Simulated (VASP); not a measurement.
Input:

```yaml
crystal:
  lattice:
    - [1.13902, -1.97284, 0.00000]
    - [1.13902, 1.97284, 0.00000]
    - [0.00000, 0.00000, 3.57528]
  atoms:
    - { symbol: Be, position: [0.33333, 0.66667, 0.25000] }
    - { symbol: Be, position: [0.66667, 0.33333, 0.75000] }
```

These are PBE GGA, VASP's PBE PAW potentials (set 64) (plane waves; VASP) values and carry that method's errors. Run with 480 eV cut-off, 18×18×10 Γ-centred mesh, first-order Methfessel-Paxton smearing of 0.10 eV, potentials Be.

**Question.** Give the stress tensor in GPa (positive for a compressed cell).

**Answer.** 
```
-2.60   0.00   0.00
 0.00  -2.60   0.00
 0.00   0.00  -0.11
```
The pressure is its mean diagonal, -1.77 GPa.

The compound is Be in the hcp structure. This cell was strained or had an atom moved on purpose.
